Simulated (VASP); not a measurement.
Input:

```
CELL_PARAMETERS angstrom
      0.00000     3.03390     3.03390
      3.03390     0.00000     3.03390
      3.03390     3.03390     0.00000
ATOMIC_POSITIONS crystal
  Pb 0.00000 0.00000 0.00000
  S  0.50000 0.50000 0.50000
```

The numbers are results of SCAN meta-GGA, VASP's PBE PAW potentials (set 64) (plane waves; VASP), not measurements. Settings: 520 eV cut-off, 8×8×8 Γ-centred mesh, Gaussian smearing of 0.050 eV, potentials Pb_d S.

Question: Give the stress tensor in GPa (positive for a compressed cell).

Answer: 
```
-2.97   0.00   0.00
 0.00  -2.97   0.00
 0.00   0.00  -2.97
```
The pressure is its mean diagonal, -2.97 GPa.

The compound is PbS in the rock salt structure. This cell is one point of a volume scan, at 1.06 of the reference volume.
